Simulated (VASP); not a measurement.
Here is the system:

```
CELL_PARAMETERS angstrom
      1.56752    -2.71502     0.00000
      1.56752     2.71502     0.00000
      0.00000     0.00000     3.46866
ATOMIC_POSITIONS crystal
  Hf 0.00000 0.00000 0.00000
  B  0.33333 0.66667 0.50000
  B  0.66667 0.33333 0.50000
```

The numbers are results of vdW-DF-cx, VASP's PBE PAW potentials (set 64) (plane waves; VASP), not measurements. Settings: 520 eV cut-off, 13×13×10 Γ-centred mesh, tetrahedra with Blöchl corrections, potentials Hf_pv B.

Unless said otherwise, spin-orbit coupling is left out, though it shifts the bands of the heavy elements here.

### Question
Predict the energy per atom (σ→0), band gap (on the k-mesh) with the smallest direct gap where there is one.

### Answer

```json
{
 "band gap (on the k-mesh)": "none (metal, semimetal or under 0.01 eV)",
 "energy per atom (σ→0)": "-7.775 eV/atom"
}
```

The absolute energy has meaning only against runs of the same code, potentials and settings.

The compound is HfB2 in the AlB2 type structure. It was relaxed first.
